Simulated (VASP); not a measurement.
**Al: Al into a neighbouring Al vacancy**

Aim: the barrier for one hop in Al: Al into a neighbouring Al vacancy.

Method: PBEsol; plane waves and PAW (Al), in VASP 6.6.1.

**1. The host crystal**

The structure is cubic, space group Fm-3m (No. 225). Conventional cell: a = 4.050 Å, b = 4.050 Å, c = 4.050 Å, α = 90.00°, β = 90.00°, γ = 90.00°. Al has 12 Al at 2.86 Å nearest.

Structure file:

```cif
data_structure
_symmetry_space_group_name_H-M 'P 1'
_symmetry_Int_Tables_number 1
_cell_length_a 2.8638
_cell_length_b 2.8638
_cell_length_c 2.8638
_cell_angle_alpha 60.000
_cell_angle_beta 60.000
_cell_angle_gamma 60.000
_cell_volume 16.61
loop_
_atom_site_label
_atom_site_type_symbol
_atom_site_fract_x
_atom_site_fract_y
_atom_site_fract_z
_atom_site_occupancy
Al1 Al 0.00000 0.00000 0.00000 1
```

**2. Relax the host**

First cell and atoms are relaxed at a raised cutoff, so that later runs start from this functional's own cell.

File INCAR:

```
SYSTEM = Al
PREC = Accurate
ENCUT = 350
EDIFF = 1E-06
NELM = 120
ISMEAR = 1
SIGMA = 0.15
LREAL = .FALSE.
ALGO = Normal
GGA = PS
NBANDS = 7
LORBIT = 11
LWAVE = .FALSE.
LCHARG = .FALSE.
KPAR = 6
IBRION = 2
NSW = 40
ISIF = 3
EDIFFG = -0.02
POTIM = 0.4
```

File POSCAR:

```
Al
1.0
    0.0000000000      2.0250000000      2.0250000000
    2.0250000000      0.0000000000      2.0250000000
    2.0250000000      2.0250000000      0.0000000000
Al
1
Direct
    0.0000000000      0.0000000000      0.0000000000
```

File KPOINTS:

```
Automatic mesh
0
Gamma
14 14 14
0 0 0
```

PAW data sets: Al (PBE family, release 64).

On the command line:

```bash
> mpirun -np 6 vasp_std
```

Output:

```text
[banner, memory and clock lines left out]
running    6 mpi-ranks, on    1 nodes
 distrk:  each k-point on    1 cores,    6 groups
 distr:  one band on    1 cores,    1 groups

 POSCAR found type information on POSCAR Al
 POSCAR found :  1 types and       1 ions
|                                                                             |
|           W    W    AA    RRRRR   N    N  II  N    N   GGGG   !!!           |
|           W    W   A  A   R    R  NN   N  II  NN   N  G    G  !!!           |
|           W    W  A    A  R    R  N N  N  II  N N  N  G       !!!           |
|           W WW W  AAAAAA  RRRRR   N  N N  II  N  N N  G  GGG   !            |
|           WW  WW  A    A  R   R   N   NN  II  N   NN  G    G                |
|           W    W  A    A  R    R  N    N  II  N    N   GGGG   !!!           |
|                                                                             |
|     For optimal performance we recommend to set                             |
|       NCORE = 2 up to number-of-cores-per-socket                            |
|     NCORE specifies how many cores store one orbital (NPAR=cpu/NCORE).      |
|     This setting can greatly improve the performance of VASP for DFT.       |
|     The default, NCORE=1 might be grossly inefficient on modern             |
|     multi-core architectures or massively parallel machines. Do your        |
|     Unfortunately you need to use the default for GW and RPA                |
|     calculations (for HF NCORE is supported but not extensively tested      |
|     yet).                                                                   |
|                                                                             |

|                                                                             |
|               ----> ADVICE to this user running VASP <----                  |
|                                                                             |
|     You enforced a specific xc type in the INCAR file but a different       |
|     [... a line on the potential file left out ...]
|     I HOPE YOU KNOW WHAT YOU ARE DOING!                                     |
|                                                                             |

 LDA part: xc-table for (Slater+PW92), standard interpolation
 POSCAR, INCAR and KPOINTS ok, starting setup
 FFT: planning ... GRIDC
 FFT: planning ... GRID_SOFT
 FFT: planning ... GRID
 WAVECAR not read
 entering main loop
       N       E                     dE             d eps       ncg     rms          rms(c)
DAV:   1    -0.317276432260E+01   -0.31728E+01   -0.68245E+02  1659   0.156E+02
DAV:   2    -0.410457472322E+01   -0.93181E+00   -0.86879E+00  1988   0.174E+01
DAV:   3    -0.410916131308E+01   -0.45866E-02   -0.45839E-02  2009   0.123E+00
DAV:   4    -0.410916891494E+01   -0.76019E-05   -0.76011E-05  2191   0.425E-02
DAV:   5    -0.410916892262E+01   -0.76793E-08   -0.89724E-08  2058   0.878E-04    0.140E+00
DAV:   6    -0.409198440660E+01    0.17185E-01   -0.23024E-03  1869   0.220E-01    0.797E-01
DAV:   7    -0.408037837953E+01    0.11606E-01   -0.62783E-03  1827   0.351E-01    0.169E-01
DAV:   8    -0.408036278888E+01    0.15591E-04   -0.22573E-05  2135   0.353E-02    0.100E-02
DAV:   9    -0.408036199718E+01    0.79170E-06   -0.40758E-07  1981   0.307E-03
   1 F= -.40803620E+01 E0= -.40803062E+01  d E =-.408036E+01
 curvature:   0.00 expect dE= 0.000E+00 dE for cont linesearch  0.000E+00
 trial: gam= 0.00000 g(F)=  0.147E-65 g(S)=  0.631E-02 ort = 0.000E+00 (trialstep = 0.100E+01)
 search vector abs. value=  0.631E-02
 bond charge predicted
       N       E                     dE             d eps       ncg     rms          rms(c)
DAV:   1    -0.408409712960E+01   -0.37343E-02   -0.36535E-02  1848   0.861E-01    0.151E-01
DAV:   2    -0.408391076654E+01    0.18636E-03   -0.19047E-04  1827   0.102E-01    0.597E-02
DAV:   3    -0.408378889261E+01    0.12187E-03   -0.47673E-05  1904   0.282E-02    0.190E-02
DAV:   4    -0.408378363774E+01    0.52549E-05   -0.31204E-06  2114   0.749E-03    0.126E-02
DAV:   5    -0.408378367059E+01   -0.32848E-07   -0.18998E-08   882   0.954E-04
   2 F= -.40837837E+01 E0= -.40837493E+01  d E =-.342167E-02
 trial-energy change:   -0.003422  1 .order   -0.003369   -0.006305   -0.000432
 step:   1.0696(harm=  1.0736)  dis= 0.00000  next Energy=    -4.083799 (dE=-0.344E-02)
 reached required accuracy - stopping structural energy minimisation
```

Wall time 1.2 s (6 MPI ranks of AMD EPYC 9R45, shared host); peak memory 0.53 GiB.

The logs omit lines about the potential files and the build; timing stands in the text.

From OUTCAR (step 2):

```text
ion  position               nearest neighbor table
   1  0.000  0.000  0.000-

  LATTYP: Found a face centered cubic cell.
 ALAT       =     4.0500000000

 Subroutine GETGRP returns: Found 48 space group operations
 (whereof 48 operations were pure point group operations)

The static configuration has the point symmetry O_h .

 Found    104 irreducible k-points:

   k-points           NKPTS =    104   k-points in BZ     NKDIM =    104   number of bands    NBANDS=      7

   dimension x,y,z NGX =    18 NGY =   18 NGZ =   18
   dimension x,y,z NGXF=    36 NGYF=   36 NGZF=   36

   ENCUT  =  350.0 eV  25.72 Ry    5.07 a.u.   4.37  4.37  4.37*2*pi/ulx,y,z

   NELECT =       3.0000    total number of electrons

 k-points in reciprocal lattice and weights: Automatic mesh
   0.00000000  0.00000000  0.00000000       0.000
   0.07142857  0.00000000  0.00000000       0.003
   0.14285714  0.00000000  0.00000000       0.003
   0.21428571  0.00000000  0.00000000       0.003
   0.28571429  0.00000000  0.00000000       0.003
   0.35714286  0.00000000  0.00000000       0.003
   0.42857143  0.00000000  0.00000000       0.003
   0.50000000  0.00000000  0.00000000       0.001
   0.07142857  0.07142857  0.00000000       0.002
[...]
-0.28571429  0.42857143  0.21428571       0.009
  -0.28571429  0.50000000  0.21428571       0.004

 average (electrostatic) potential at core
       1 -72.0799

 E-fermi :   8.1240

 k-point     1 :       0.0000    0.0000    0.0000
  band No.  band energies     occupation
      1      -3.1066      2.00000
      2      20.8820      0.00000
      3      20.8820      0.00000
      4      20.8820      0.00000
      5      22.5244      0.00000
      6      22.5244      0.00000
    ...

 k-point     2 :       0.0714    0.0000    0.0000
  band No.  band energies     occupation
      1      -2.9661      2.00000
      2      18.7543      0.00000
      3      20.4479      0.00000
      4      20.4479      0.00000
      5      23.1354      0.00000
      6      23.1771      0.00000
    ...

 k-point     3 :       0.1429    0.0000    0.0000
  band No.  band energies     occupation
      1      -2.5452      2.00000
      2      15.8425      0.00000
      3      19.8243      0.00000
      4      19.8243      0.00000
      5      23.0331      0.00000
      6      24.3118      0.00000
    ...

  Total       -0.0159939     -0.0159939     -0.0159939      0.0000000     -0.0000000      0.0000000
  in kB       -1.5854306     -1.5854306     -1.5854306      0.0000000     -0.0000000      0.0000000
  external PRESSURE =      -1.5854306 kB  Pullay stress =       0.0000000 kB

  energy-cutoff  :      350.00
  volume of cell :       16.16
      direct lattice vectors                 reciprocal lattice vectors
    -0.000000000  2.006762134  2.006762134    -0.249157581  0.249157581  0.249157581
     2.006762134 -0.000000000  2.006762134     0.249157581 -0.249157581  0.249157581
     2.006762134  2.006762134 -0.000000000     0.249157581  0.249157581 -0.249157581

 POSITION                                       TOTAL-FORCE (eV/Angst)
 -----------------------------------------------------------------------------------
      2.00676      2.00676      4.01352         0.000000      0.000000      0.000000
 -----------------------------------------------------------------------------------
    total drift:                                0.000000     -0.000000      0.000000

  FREE ENERGIE OF THE ION-ELECTRON SYSTEM (eV)
  ---------------------------------------------------
  free  energy   TOTEN  =        -4.0837836706 eV

  energy  without entropy=       -4.0836804814  energy(sigma->0) =       -4.08374927

 reached required accuracy - stopping structural energy minimisation

 total charge
# of ion       s       p       d       tot
------------------------------------------
    1        0.426   0.350   0.000   0.776

[... 3 further parts left out ...]
```

This run has no spin polarisation. Its electron count is odd, so without a moment it is a metal by construction. The PAW data sets were made with PBE, which is usual practice but a small mismatch for other functionals. The run keeps the 48 symmetry operations of its start, so it cannot find a distortion of lower symmetry.

The steps of the relaxation:

```
step  energy less that of the first step (eV)  largest force (eV/Å)  pressure (GPa)  volume (Å³)
   1                                   0.0000                0.0000           -2.25        16.61
   2                                  -0.0034                0.0000           -0.16        16.16
```

| conventional cell, symmetrised | before | after | change |
| --- | --- | --- | --- |
| a (Å) | 4.050 | 4.014 | -0.9 % |
| b (Å) | 4.050 | 4.014 | -0.9 % |
| c (Å) | 4.050 | 4.014 | -0.9 % |
| volume (Å³/atom) | 16.61 | 16.16 | -2.7 % |

Final coordinates:

```xyz
1
Lattice="0.0000 2.0068 2.0068 2.0068 0.0000 2.0068 2.0068 2.0068 0.0000" Properties=species:S:1:pos:R:3 pbc="T T T"
Al    0.0000    0.0000    0.0000
```

This step gave:

```
electronic cycles   : 14
electrons           : 3
free energy (TOTEN) : -4.084 eV
Fermi energy        : 8.124 eV
metallic            : yes
```

The run ended after 2 ionic steps, 0.003 eV below its first step, once forces and stress met EDIFFG = -0.02.

(Continued in part 2 of 4.)

[Lines on the potential files, build, host, timing and source positions are cut from VASP's logs without a mark.]

[Logs are printed without paths, hosts, clocks, repeated set-up lines and the standing remarks that a program may print on its own settings, such as how far it seeks lower states.]

[Hosts, paths, dates, database ids (printed as entryN), source tags and the programs' standing remarks are cut or masked in the printed files.]

[Runs that stopped without an error message from VASP are left out.]
